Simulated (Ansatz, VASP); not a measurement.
**SiCF2 (F-SiC-F chair bilayer, AA): VASP beside Ansatz**

Wanted: the spread between two codes on one cell, functional and k mesh. Of the first pair: The structure shown is the start of the Ansatz relaxation below; VASP solves that cell, so the two are compared at the walk's first step.

Program: Ansatz 0.2.0. Level of theory: plane waves, with VASP 6.6.1 beside it; single point at PBE with D3(BJ). Results are calculated unless marked as measured.

### Step 1. Set-up

The cell holds 8 atoms: 4 F, 2 C and 2 Si. Cell: a = 3.086 Å, b = 3.085 Å, c = 43.733 Å, α = 90.0°, β = 90.0°, γ = 120.0°. Vacuum lies along c. The height across the vacuum is the one that the program set for its solve, not the one typed.

### Step 2. Ansatz: relaxation, PBE with D3(BJ)

Ansatz runs on its default PAW (the set named soft_2) files.

The two programs are compared at the cell with which this relaxation starts, whose forces are those of its first step.

input.yaml reads:

```yaml
crystal:
  lattice:
    - [3.0855, 0.0, 0.0]
    - [-1.54275, 2.6721213834, 0.0]
    - [0.0, 0.0, 27.9666666667]
  atoms:
    - { symbol: F, position: [0.6666666667, 0.3333333333, 0.3218116806] }
    - { symbol: C, position: [0.6666666667, 0.3333333333, 0.3693682956] }
    - { symbol: Si, position: [0.3333333333, 0.6666666667, 0.3916567342] }
    - { symbol: F, position: [0.3333333333, 0.6666666667, 0.4517282479] }
    - { symbol: F, position: [0.6666666667, 0.3333333333, 0.5482717521] }
    - { symbol: C, position: [0.6666666667, 0.3333333333, 0.5958283671] }
    - { symbol: Si, position: [0.3333333333, 0.6666666667, 0.6181168057] }
    - { symbol: F, position: [0.3333333333, 0.6666666667, 0.6781883194] }
  periodic: [true, true, false]
kpoints:
  mp_grid: { grid: [12, 12, 1] }
hamiltonian:
  xc: pbe
  dispersion: d3bj
scf:
  occupations: { method: fermi_dirac, width: 0.05 }
  convergence: { dr2_threshold: 1.0e-09 }
relax:
  f_tol: 0.004
  max_steps: 90
  cell: {}
output:
  write_potential: true
  write_density: true
  volumetric_format: npy
```

Run with:

```
ansatz run input.yaml --threads 2 --pin off --max-ram 3072MiB --backend cpu --events-out ev --progress --plain --runs-dir out
```

Numbers of over 12 decimals in the logs are rounded to 6 here.

What it wrote:

```text
Warning: crystal.periodic: the lattice vector that does not repeat stood 0.000° off the slab's normal, 27.967 Å along it as the deck builds it. The run solves the slab on a vector along the normal, 43.733 Å long, with every atom where it was (on the deck's vector they left 18.00 Å outside them, and the widest stretch free of ions among them is 2.70 Å). A fractional position that the run reports is one of the run's ce [...]
Warning: relax.cell: scf.convergence.dr2_threshold = 1e-9 eV is looser than the 2.00668337076e-10 eV advised for a relaxation that steers and ends on the stress (1e-10 eV for each atom of the cell: 8, times the square of relax.cell.stress_2d_tol = 0.05 N/m over 20.0 Å (the atoms' height at the walk's start and 5 Å past either face), 2.504e-2 GPa, over a crystal's default 0.05). What an SCF threshold leaves in a stress goes as its square root, and in the free energy as the threshold itself, and one threshold admits the most on a small cell: [figures from the program's tests cut] Set scf.convergence.dr2_threshold to 2.00668337076e-10 eV or tighter. [rest of the remark cut]
crystal.periodic: the lattice vector that does not repeat stood 0.000° off the slab's normal, 27.967 Å along it as the deck builds it. The run solves the slab on a vector along the normal, 43.733 Å long, with every atom where it was (on the deck's vector they left 18.00 Å outside them, and the widest stretch free of ions among them is 2.70 Å). A fractional position that the run reports is one of the run's cell, which [...]
Engine: ansatz 0.2.0, aarch64-unknown-linux-gnu
Pseudopotentials: kind: paw
Pseudopotential: F, paw, valence charge 7, recommended cutoff 420 eV (normal), F.paw.azcp
Pseudopotential: C, paw, valence charge 4, recommended cutoff 420 eV (normal), C.paw.azcp
[...]
SCF iter   1: F=—  HF=-5007.213512 eV  |F-HF|=—  |Δ(HF+E_count)|=         —  Δρ=3.09e-5  dr2=4.10e-7  ethr=4.98e-7  ⟨swp⟩=5.5  Hψ=6992  notcnv=0
preconditioner: auto → Resta (q_TF=auto, 1.908 Å⁻¹)  ε∞=1.9  [insulator: Δε(μ)=1.805 eV  Ē_g=12.154 eV  σ=0.050 eV  W_gap=1.00  n_scr=26 (ndim 8)  ℏωp=11.5 eV  f_vac=0.724  D(μ)=0.00/eV (n_scr^D=0)  ε∞_Penn≈1.9  vacuum switching on, ρ_ref=1.1e-2 e/Å³]
SCF iter   2: F=—  HF=-5007.213763 eV  |F-HF|=—  |Δ(HF+E_count)|=   2.51e-4  Δρ=1.41e-5  dr2=1.19e-7  ethr=9.31e-10  ⟨swp⟩=4.6  Hψ=1667  notcnv=0
SCF iter   3: F=—  HF=-5007.213836 eV  |F-HF|=—  |Δ(HF+E_count)|=   7.25e-5  Δρ=6.32e-6  dr2=2.76e-8  ethr=2.71e-10  ⟨swp⟩=2.3  Hψ=965  notcnv=0
SCF iter   4: F=—  HF=-5007.213863 eV  |F-HF|=—  |Δ(HF+E_count)|=   2.69e-5  Δρ=1.43e-6  dr2=5.83e-9  ethr=6.26e-11  ⟨swp⟩=2.8  Hψ=1193  notcnv=0
iter 5 met the thresholds in force, and the SCF goes on: an eigenvalue changes by 3.93 meV, over its tolerance of 1.11 meV (output.eigenvalues, Limitations)
SCF iter   5: F=-5007.213864 eV  HF=-5007.213864 eV  |F-HF|=1.70e-7  |Δ(HF+E_count)|=   1.35e-6  Δρ=4.11e-7  dr2=3.48e-10  ethr=2.27e-12  ⟨swp⟩=18.0  Hψ=5693  notcnv=0
iter 6 met the thresholds in force, and the SCF goes on: an eigenvalue changes by 2.19 meV, over its tolerance of 1.02 meV (output.eigenvalues, Limitations)
SCF iter   6: F=-5007.213864 eV  HF=-5007.213864 eV  |F-HF|=6.42e-8  |Δ(HF+E_count)|=   1.06e-7  Δρ=1.27e-7  dr2=1.99e-11  ethr=1.00e-12  ⟨swp⟩=9.3  Hψ=4006  notcnv=0
Mixer restart at iter 6: flushing history
SCF iter   7: F=-5007.213864 eV  HF=-5007.213864 eV  |F-HF|=2.91e-11  |Δ(HF+E_count)|=   6.43e-8  Δρ=3.97e-8  dr2=9.43e-12  ethr=1.00e-12  ⟨swp⟩=9.4  Hψ=3670  notcnv=0
SCF 11 converged in 7 iterations: F = -5007.213864 eV  dr2 = 9.43e-12
relax step  11: F+E_penalty+E_count = -5007.21386405 eV  Δ(F+E_penalty+E_count) = -1.982e-3 eV  max|allowed force component| = 4.361e-4 eV/Å  Δτ_max = 0.0000 Å  P = +0.022 N/m  Ω = 376.572 Å³  fix = [c, alpha, beta]  reactions: c +0.000 N/m  stress off target by 2.24e-2 N/m on what of the cell is left free  SCF on the basis re-selected at this cell (its energy is not comparable with the rows above)  (7 SCF iters)
basis re-selected at this cell: Δ(F+E_penalty+E_count) = -1.982e-3 eV, ΔP = +0.022 N/m vs the last step (what re-selecting the basis moved, of the pressure what is left beyond the Pulay correction that the steps carried, after the strain that the cell walked since its last selection, with what the two solves' SCF thresholds leave and, on support functions, any second-order correction that the steps lacked; it is no m [...]
WARN: The output density's exchange-correlation potential varies sharply where the density is thin. Do not read a vacuum level from v_tot or v_xc, or from such a field of the output density. On a cell that repeats whose density bears no net charge and no dipole along the vacuum's axis use v_es (v_loc + v_h of the components); under efield.dipole_correction with no amplitude use v_es + v_field, which holds any externa [...]
SCF converged after 7 iterations
an eigenvalue changed by more than its tolerance at an iteration that met the thresholds in force, so the SCF went on 2 times, its first undamped step at iteration 6: the last check found none over its tolerance
Free energy (F): -5007.213864 eV
Harris-Foulkes:  -5007.213864 eV  (|F-HF|=2.91e-11)
Internal energy: -5007.213864 eV  (E = F + TS)
E sigma→0 (E₀):  -5007.213864 eV
Fermi energy:    -6.556082 eV
--- Per-component energies (eV) ---
  E_band       = -718.118209
  E_kinetic    = 1090.089639
  E_local      = -145965.419268  (includes V_loc(G=0)·N_el)
  E_nonlocal   = 396.271955
  E_hartree    = 72331.699856
  E_xc         = -525.382248
  E_vxc        = -621.312168  (∫ρ·V_xc dr)
  E_paw        = -2024.983925  (= ΣΔE_a)
  E_vpaw       = -281.155976  (= ΣTr[D̂ρ^β])
  E_aug_tail   = 0.008229  (compensation charges beyond the density's cutoff)
  E_ewald      = 69691.309275
  E_disp       = -0.807377  (pairwise vdW)
  E_smearing   = -0.000000  (= −TS)
  E_closure    = -0.000000  (closes the sum)
  Σ components = -5007.213864   (vs F -5007.213864, Δ=0.00e0)
--- Forces (eV/Å), atoms counted from 1 ---
  atom   1  F     -0.00000000    -0.00000000     0.00019339
  atom   2  C      0.00000000     0.00000000    -0.00005680
  atom   3  Si     0.00000000    -0.00000000    -0.00044804
  atom   4  F     -0.00000000    -0.00000000     0.00020184
  atom   5  F     -0.00000000    -0.00000000    -0.00009179
  atom   6  C     -0.00000000     0.00000000     0.00004645
  atom   7  Si     0.00000000    -0.00000000    -0.00007459
  atom   8  F      0.00000000    -0.00000000     0.00013390
  max |Σ_I F_I| component: 9.56e-5 eV/Å
--- 2D stress c σ (N/m, compression-positive) ---
        0.022381      -0.000000      -0.000000
       -0.000000       0.022381       0.000000
       -0.000000       0.000000       0.000000
  P = ½ c Tr σ = 0.0224 N/m
--- Band table (eV; the first three rows and the last of 19) ---
  k-point 0: bands = ["-31.7928", "-31.7317", "-31.6209", "-31.5396", "-20.5989", "-20.5209", "-15.1403", "-14.9093", "-13.1599", "-12.8768", "-11.9647", "-11.9647", "-11.8948", "-11.8948", "-11.5940", "-11.5940", "-11.5068", "-11.5068", "-7.5635", "-7.5635", "-7.4891", "-7.4891", "-5.6837", "-5.4574", "-1.7357", "-1.6816", "-0.3980", "-0.1709", "-0.1709", "-0.0960"]
  k-point 1: bands = ["-31.7791", "-31.7186", "-31.6110", "-31.5297", "-20.5123", "-20.4348", "-15.1220", "-14.8982", "-13.1833", "-12.9052", "-12.1468", "-12.0759", "-12.0130", "-11.9422", "-11.6372", "-11.6051", "-11.5483", "-11.5175", "-7.9603", "-7.8859", "-7.6614", "-7.5868", "-5.4283", "-5.1978", "-1.5206", "-1.4605", "-0.3953", "-0.3309", "-0.2118", "0.1095"]
  k-point 2: bands = ["-31.7414", "-31.6822", "-31.5840", "-31.5026", "-20.2563", "-20.1800", "-15.0809", "-14.8776", "-13.2612", "-13.0030", "-12.6243", "-12.5485", "-12.1393", "-12.0665", "-11.7526", "-11.6564", "-11.6384", "-11.5492", "-8.7725", "-8.6969", "-7.8970", "-7.8220", "-4.9040", "-4.6948", "-1.4622", "-1.4004", "-0.3833", "-0.2156", "0.2671", "0.5488"]
  k-point 18: bands = ["-31.5574", "-31.4969", "-31.4622", "-31.3704", "-18.1161", "-18.0455", "-15.6457", "-15.5529", "-14.2138", "-14.1364", "-13.8637", "-13.7409", "-13.4419", "-13.2852", "-12.3997", "-12.2799", "-11.7903", "-11.6531", "-10.4403", "-10.3087", "-10.0344", "-9.9306", "-1.2867", "-1.2059", "-0.4228", "-0.3435", "0.0568", "0.1460", "1.5619", "1.7068"]
  the weakly bound empty levels are not read free of the cell's end (no_gap_told)
--- Relaxed structure (9 steps of the walk, 9 accepted, 2 SCFs on fresh bases) ---
  F+E_penalty+E_count = -5007.21386405 eV   max|allowed force component| = 4.361e-4 eV/Å   (the final SCF, on the basis selected at the relaxed cell)
  cell:  # Å, volume = 376.5718 Å³
    - [3.153206, 0.0, 0]
    - [-1.576603, 2.730756, 0]
    - [0, 0, 43.733333]
  atoms:
    - { symbol: F, position: [0.666667, 0.333333, 0.208089] }
    - { symbol: C, position: [0.666667, 0.333333, 0.240879] }
    - { symbol: Si, position: [0.333333, 0.666667, 0.253913] }
    - { symbol: F, position: [0.333333, 0.666667, 0.290520] }
    - { symbol: F, position: [0.666667, 0.333333, 0.346882] }
    - { symbol: C, position: [0.666667, 0.333333, 0.379653] }
    - { symbol: Si, position: [0.333333, 0.666667, 0.392680] }
    - { symbol: F, position: [0.333333, 0.666667, 0.429305] }
```

The column dr2 measures how far the density is from self-consistency, as an energy; F and HF (Harris–Foulkes) agree once it is small.

### Step 3. VASP: single point, PBE with D3(BJ), start cell, pair 1

The same cell, functional, mesh and smearing now go to VASP, with its own data sets.

Lines of VASP's logs that name or quote its potential files are left out, and so is its time.

INCAR reads:

```
SYSTEM = SiCF2
PREC = Accurate
ENCUT = 520
EDIFF = 1E-06
NELM = 120
ISMEAR = -1
SIGMA = 0.05
LREAL = .FALSE.
ALGO = Normal
GGA = PE
IVDW = 12
NBANDS = 30
LORBIT = 11
LWAVE = .FALSE.
LCHARG = .FALSE.
ISIF = 2
LDIPOL = .TRUE.
IDIPOL = 3
DIPOL = 0.5 0.5 0.318
LVHAR = .TRUE.
LASPH = .TRUE.
GGA_COMPAT = .FALSE.
EFERMI = MIDGAP
NELMDL = -8
KPAR = 2
```

POSCAR reads:

```
SiCF2
1.0
    3.0855000000      0.0000000000      0.0000000000
   -1.5427500000      2.6721210000      0.0000000000
    0.0000000000      0.0000000000     43.7333330000
F C Si
4 2 2
Direct
    0.6666666667      0.3333333333      0.2057926845
    0.3333333334      0.6666666666      0.2888719458
    0.6666666667      0.3333333333      0.3506097511
    0.3333333334      0.6666666666      0.4336890353
    0.6666666667      0.3333333333      0.2362042701
    0.6666666667      0.3333333333      0.3810213367
    0.3333333334      0.6666666666      0.2504573114
    0.3333333334      0.6666666666      0.3952744009
```

KPOINTS reads:

```
Automatic mesh
0
Gamma
12 12 1
0 0 0
```

The projector-augmented-wave data sets are F, C and Si (PBE family, release 64).

Run with:

```
mpirun -np 2 vasp_std
```

What it wrote:

```text
[banner, memory and clock lines left out]
running    2 mpi-ranks, on    1 nodes
 distrk:  each k-point on    1 cores,    2 groups
 distr:  one band on    1 cores,    1 groups

 POSCAR found type information on POSCAR F C Si
 POSCAR found :  3 types and       8 ions
 LDA part: xc-table for (Slater+PW92), standard interpolation
 POSCAR, INCAR and KPOINTS ok, starting setup
 FFT: planning ... GRIDC
 FFT: planning ... GRID_SOFT
 FFT: planning ... GRID
 WAVECAR not read
 entering main loop
       N       E                     dE             d eps       ncg     rms          rms(c)
DAV:   1     0.412720400669E+03    0.41272E+03   -0.18596E+04  1268   0.114E+03
DAV:   2     0.866655505924E+01   -0.40405E+03   -0.38400E+03  1634   0.280E+02
DAV:   3    -0.485324714048E+02   -0.57199E+02   -0.56828E+02  1376   0.117E+02
DAV:   4    -0.498803047987E+02   -0.13478E+01   -0.13431E+01  1490   0.196E+01
DAV:   5    -0.499001496252E+02   -0.19845E-01   -0.19832E-01  1410   0.234E+00
DAV:   6    -0.499005996233E+02   -0.45000E-03   -0.44994E-03  1472   0.358E-01
DAV:   7    -0.499006141260E+02   -0.14503E-04   -0.14502E-04  1452   0.584E-02
DAV:   8    -0.499006146812E+02   -0.55520E-06   -0.55515E-06  1448   0.106E-02    0.144E+01
DAV:   9    -0.465194252384E+02    0.33812E+01   -0.91734E+00  1332   0.172E+01    0.735E+00
DAV:  10    -0.462975944931E+02    0.22183E+00   -0.80448E-01  1506   0.548E+00    0.279E+00
DAV:  11    -0.462807333435E+02    0.16861E-01   -0.91376E-02  1400   0.225E+00    0.114E+00
DAV:  12    -0.462841812409E+02   -0.34479E-02   -0.24767E-02  1478   0.117E+00    0.200E-01
DAV:  13    -0.462841922699E+02   -0.11029E-04   -0.27285E-03  1348   0.343E-01    0.108E-01
DAV:  14    -0.462843453734E+02   -0.15310E-03   -0.10781E-03  1332   0.230E-01    0.382E-02
[...]
DAV:  19    -0.462845370586E+02   -0.45016E-04   -0.63221E-06  1364   0.236E-02    0.201E-03
DAV:  20    -0.462845543780E+02   -0.17319E-04   -0.24307E-06  1230   0.796E-03    0.151E-03
DAV:  21    -0.462845652247E+02   -0.10847E-04   -0.41406E-07   982   0.383E-03    0.793E-04
DAV:  22    -0.462845741497E+02   -0.89250E-05   -0.20071E-07  1050   0.189E-03    0.640E-04
DAV:  23    -0.462845851702E+02   -0.11020E-04   -0.37527E-07  1010   0.282E-03    0.519E-04
DAV:  24    -0.462845879234E+02   -0.27532E-05   -0.56556E-08  1008   0.132E-03    0.282E-04
DAV:  25    -0.462845895892E+02   -0.16658E-05   -0.39603E-08   962   0.130E-03    0.125E-04
DAV:  26    -0.462845899687E+02   -0.37953E-06   -0.75111E-09   834   0.514E-04
   1 F= -.47113886E+02 E0= -.47113725E+02  d E =-.322232E-03
```

Parts of OUTCAR (step 3):

```text
ion  position               nearest neighbor table
   1  0.667  0.333  0.206-   5 1.33
   2  0.333  0.667  0.289-   7 1.68
   3  0.667  0.333  0.351-   6 1.33
   4  0.333  0.667  0.434-   8 1.68
   5  0.667  0.333  0.236-   1 1.33   7 1.89   7 1.89   7 1.89
   6  0.667  0.333  0.381-   3 1.33   8 1.89   8 1.89   8 1.89
   7  0.333  0.667  0.250-   2 1.68   5 1.89   5 1.89   5 1.89
   8  0.333  0.667  0.395-   4 1.68   6 1.89   6 1.89   6 1.89

  LATTYP: Found a hexagonal cell.
 ALAT       =     3.0855000000
 C/A-ratio  =    14.1738236915

 Subroutine GETGRP returns: Found  6 space group operations
 (whereof  6 operations were pure point group operations)

The static configuration has the point symmetry C_3v.

 Found     19 irreducible k-points:

   k-points           NKPTS =     19   k-points in BZ     NKDIM =     19   number of bands    NBANDS=     30

   dimension x,y,z NGX =    24 NGY =   24 NGZ =  336
   dimension x,y,z NGXF=    48 NGYF=   48 NGZF=  672

   ENCUT  =  520.0 eV  38.22 Ry    6.18 a.u.   5.74  5.74 81.32*2*pi/ulx,y,z

   NELECT =      44.0000    total number of electrons

 k-points in reciprocal lattice and weights: Automatic mesh
   0.00000000  0.00000000  0.00000000       0.007
   0.08333333  0.00000000  0.00000000       0.042
   0.16666667  0.00000000  0.00000000       0.042
   0.25000000  0.00000000  0.00000000       0.042
   0.33333333  0.00000000  0.00000000       0.042
   0.41666667  0.00000000  0.00000000       0.042
   0.50000000  0.00000000  0.00000000       0.021
   0.08333333  0.08333333  0.00000000       0.042
   0.16666667  0.08333333  0.00000000       0.083
[...]
0.33333333  0.25000000  0.00000000       0.083
   0.33333333  0.33333333  0.00000000       0.014

 dipolmoment           0.000000      0.000000      0.125264 electrons x Angstroem

 average (electrostatic) potential at core
       1 -86.0790       2 -84.6743       3 -84.7216       4 -83.3135       5 -60.2562
       6 -58.9022       7 -94.4777       8 -93.1232

 E-fermi :  -3.7682

 k-point     1 :       0.0000    0.0000    0.0000
  band No.  band energies     occupation
    ...
     18      -7.4424      2.00000
     19      -5.3235      2.00000
     20      -5.3235      2.00000
     21      -3.9691      1.96463
     22      -3.9691      1.96463
     23      -3.6163      0.09146
     24      -2.2414      0.00000
     25       0.4182      0.00000
     26       1.0277      0.00000
     27       1.4210      0.00000
    ...

 k-point     2 :       0.0833    0.0000    0.0000
  band No.  band energies     occupation
    ...
     18      -7.4651      2.00000
     19      -5.7598      2.00000
     20      -5.4346      2.00000
     21      -4.4052      1.99999
     22      -4.0801      1.99610
     23      -3.3531      0.00050
     24      -1.9773      0.00000
     25       0.6130      0.00000
     26       1.1869      0.00000
     27       1.5668      0.00000
    ...

 k-point     3 :       0.1667    0.0000    0.0000
  band No.  band energies     occupation
    ...
     18      -7.5266      2.00000
     19      -6.6694      2.00000
     20      -5.7013      2.00000
     21      -5.3141      2.00000
     22      -4.3467      1.99998
     23      -2.8206      0.00000
     24      -1.4478      0.00000
     25       0.6724      0.00000
     26       1.4740      0.00000
     27       1.9242      0.00000
    ...

 Edisp (eV)   -0.82930

  Total       3.27781     3.27781     3.96900    -0.00000     0.00000    -0.00000
  in kB      14.56466    14.56466    17.63589    -0.00000     0.00000    -0.00000
  external pressure =       15.59 kB  Pullay stress =        0.00 kB

  energy-cutoff  :      520.00
  volume of cell :      360.57
      direct lattice vectors                 reciprocal lattice vectors
     3.085500000  0.000000000  0.000000000     0.324096581  0.187117275  0.000000000
    -1.542750000  2.672121000  0.000000000     0.000000000  0.374234550  0.000000000
     0.000000000  0.000000000 43.733333000     0.000000000  0.000000000  0.022865854

 POSITION                                       TOTAL-FORCE (eV/Angst)
 -----------------------------------------------------------------------------------
      1.54275      0.89071      9.00000        -0.000000     -0.000000     -4.195690
      0.00000      1.78141     12.63333        -0.000000     -0.000000     -2.116174
      1.54275      0.89071     15.33333        -0.000000     -0.000000     -4.191879
      0.00000      1.78141     18.96667        -0.000000     -0.000000     -2.123828
      1.54275      0.89071     10.33000         0.000000     -0.000000      3.964496
      1.54275      0.89071     16.66333         0.000000      0.000000      3.941432
      0.00000      1.78141     10.95333        -0.000000      0.000000      2.373765
      0.00000      1.78141     17.28667        -0.000000     -0.000000      2.347879
 -----------------------------------------------------------------------------------
    total drift:                               -0.000002      0.000017      0.000210

  FREE ENERGIE OF THE ION-ELECTRON SYSTEM (eV)
  ---------------------------------------------------
  free  energy   TOTEN  =       -47.1138862131 eV

  energy  without entropy=      -47.1135639811  energy(sigma->0) =      -47.11372510

 vacuum level on the upper side and lower side of the slab         4.023         1.274

 total charge
# of ion       s       p       d       tot
------------------------------------------
    1        1.749   4.395   0.000   6.144
    2        1.747   4.338   0.000   6.085
    3        1.749   4.395   0.000   6.145
    4        1.747   4.337   0.000   6.084
    5        0.833   1.698   0.000   2.531
    6        0.833   1.698   0.000   2.531
    7        0.723   0.946   0.000   1.670
    8        0.723   0.946   0.000   1.670
--------------------------------------------------
tot         10.105  22.753   0.000  32.859

[... 3 further parts left out ...]
```

(Continued in part 2 of 2.)

[Lines on the potential files, build, host, timing and source positions are cut from VASP's logs without a mark.]

[Logs are printed without paths, hosts, clocks, repeated set-up lines and the standing remarks that a program may print on its own settings, such as how far it seeks lower states.]

[Hosts, paths, dates, database ids (printed as entryN), source tags and the programs' standing remarks are cut or masked in the printed files.]
